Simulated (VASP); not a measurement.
Data:

```
CELL_PARAMETERS angstrom
      3.60700     0.00000     0.00000
      0.00000     3.60700     0.00000
      0.00000     0.00000     3.60700
ATOMIC_POSITIONS crystal
  Hg 0.00000 0.00000 0.00000
  Lu 0.50000 0.50000 0.50000
```

All values below come from PBEsol GGA, VASP's PBE PAW potentials (set 64) (plane waves; VASP). Settings: 400 eV cut-off, 9×9×9 Γ-centred mesh, first-order Methfessel-Paxton smearing of 0.10 eV, potentials Hg Lu_3.

Q: The ions, cell shape and volume are relaxed. Predict the relaxed structure.

A: 
```
CELL_PARAMETERS angstrom
      3.58504     0.00000     0.00000
      0.00000     3.58504     0.00000
      0.00000     0.00000     3.58504
ATOMIC_POSITIONS crystal
  Hg 0.00000 0.00000 0.00000
  Lu 0.50000 0.50000 0.50000
```
Space group Pm-3m (221), at a tolerance of 0.03 Å.

Q: How do energy and volume change from the first to the last step?

A: The energy (σ→0) changes by -2.0 meV/atom and the volume by -1.8 %, in 3 ionic steps.

The structure comes from a measured LuHg entry (Pm-3m) of the Crystallography Open Database, whose conditions weren't checked. This run relaxes it. Symmetry was kept, so distortions that lower it aren't found. The electron count is odd and the run is not spin-polarised, which forces a metal.
